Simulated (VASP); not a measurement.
Output of a VASP run:

### OSZICAR
```
       N       E                     dE             d eps       ncg     rms          rms(c)
DAV:   1     0.714030994034E+02    0.71403E+02   -0.93810E+03   910   0.173E+03
DAV:   2    -0.215506340281E+02   -0.92954E+02   -0.88872E+02   940   0.292E+02
DAV:   3    -0.278960726679E+02   -0.63454E+01   -0.63119E+01  1120   0.779E+01
DAV:   4    -0.279741348821E+02   -0.78062E-01   -0.78030E-01  1030   0.909E+00
DAV:   5    -0.279751778761E+02   -0.10430E-02   -0.10430E-02  1110   0.104E+00    0.813E+00
DAV:   6    -0.246475517804E+02    0.33276E+01   -0.18485E+00  1080   0.495E+01    0.684E+00
DAV:   7    -0.249163286116E+02   -0.26878E+00   -0.74194E-01   940   0.190E+01    0.397E+00
DAV:   8    -0.249690660944E+02   -0.52737E-01   -0.12992E-01   925   0.643E+00    0.171E+00
DAV:   9    -0.249230083912E+02    0.46058E-01   -0.12401E-01   910   0.448E+00    0.407E-01
DAV:  10    -0.249891696443E+02   -0.66161E-01   -0.61273E-02   910   0.318E+00    0.144E-01
DAV:  11    -0.249897291276E+02   -0.55948E-03   -0.12400E-03  1080   0.516E-01    0.612E-02
DAV:  12    -0.249892295652E+02    0.49956E-03   -0.63048E-04   915   0.472E-01    0.424E-02
DAV:  13    -0.249897658916E+02   -0.53633E-03   -0.39144E-04   910   0.312E-01    0.243E-02
DAV:  14    -0.249897685022E+02   -0.26105E-05   -0.58670E-06  1115   0.325E-02    0.265E-02
DAV:  15    -0.249897580922E+02    0.10410E-04   -0.26163E-05   910   0.811E-02    0.118E-02
DAV:  16    -0.249897257825E+02    0.32310E-04   -0.33159E-05   910   0.961E-02    0.122E-02
DAV:  17    -0.249897241730E+02    0.16095E-05   -0.42079E-06   920   0.323E-02    0.716E-03
DAV:  18    -0.249897236236E+02    0.54940E-06   -0.18863E-07   785   0.590E-03    0.420E-03
DAV:  19    -0.249897217892E+02    0.18344E-05   -0.18198E-07   834   0.377E-03    0.129E-03
DAV:  20    -0.249897222202E+02   -0.43103E-06   -0.39375E-08   650   0.278E-03    0.965E-04
DAV:  21    -0.249897198541E+02    0.23661E-05   -0.39897E-08   645   0.278E-03    0.693E-04
DAV:  22    -0.249897187228E+02    0.11313E-05   -0.20458E-08   500   0.266E-03    0.499E-04
DAV:  23    -0.249897187199E+02    0.29077E-08   -0.58452E-09   485   0.913E-04
   1 F= -.24989719E+02 E0= -.24989719E+02  d E =-.434328E-14
```

File OUTCAR:
```
------------------------ aborting loop because EDIFF is reached ----------------------------------------
  FORCE on cell =-STRESS in cart. coord.  units (eV):
  Direction    XX          YY          ZZ          XY          YZ          ZX
  --------------------------------------------------------------------------------------
  Total        0.6561976      0.6561976      0.6561976     -0.0000000     -0.0000000      0.0000000
  in kB       27.9487619     27.9487619     27.9487619     -0.0000000     -0.0000000      0.0000000
  external PRESSURE =      27.9487619 kB  Pullay stress =       0.0000000 kB
  volume of cell :       37.62
      direct lattice vectors                 reciprocal lattice vectors
     0.000000000  2.659403397  2.659403397    -0.188012093  0.188012093  0.188012093
     2.659403397  0.000000000  2.659403397     0.188012093 -0.188012093  0.188012093
     2.659403397  2.659403397  0.000000000     0.188012093  0.188012093 -0.188012093
  FREE ENERGIE OF THE ION-ELECTRON SYSTEM (eV)
  ---------------------------------------------------
  free  energy   TOTEN  =       -24.9897187199 eV

  energy  without entropy=      -24.9897187199  energy(sigma->0) =      -24.98971872
```
(Selected blocks of OUTCAR.)

**POSCAR**
```
ZnS
1
    0.0000000000     2.6594033972     2.6594033972
    2.6594033972     0.0000000000     2.6594033972
    2.6594033972     2.6594033972     0.0000000000
Zn S
1 1
Direct
  0.0000000000   0.0000000000   0.0000000000
  0.2500000000   0.2500000000   0.2500000000
```

**Question.** Write an INCAR and KPOINTS that could have produced this output.

**Answer.** This is not unique; one that fits is the input of the run itself, SCAN meta-GGA, plane waves, VASP's PBE PAW potentials (set 64).

INCAR:
```
! general
SYSTEM  = ZnS
PREC    = Accurate
ENCUT   = 520   ! plane-wave cut-off (eV)
LREAL   = F   ! projection in real space or not
LASPH   = T

! electronic loop
EDIFF   = 1E-7   ! SCF stop (eV)
NELM    = 100   ! most electronic steps
ALGO    = Normal
LMAXMIX = 4   ! l cut-off of mixed one-centre charges
LMIXTAU = T

! smearing
ISMEAR  = 0
SIGMA   = 0.05   ! width (eV)

! functional
METAGGA = SCAN

! ions
ISIF    = 2   ! forces and stress, cell fixed

! output
LWAVE   = F
LCHARG  = F
```

KPOINTS:
```
Automatic mesh
0
Gamma
9 9 9
0 0 0
```

POTCAR, in this order: Zn S (PBE.64 set). Program: vasp_std.

The compound is ZnS in the zinc blende structure. This cell is one point of a volume scan, at 0.97 of the reference volume.
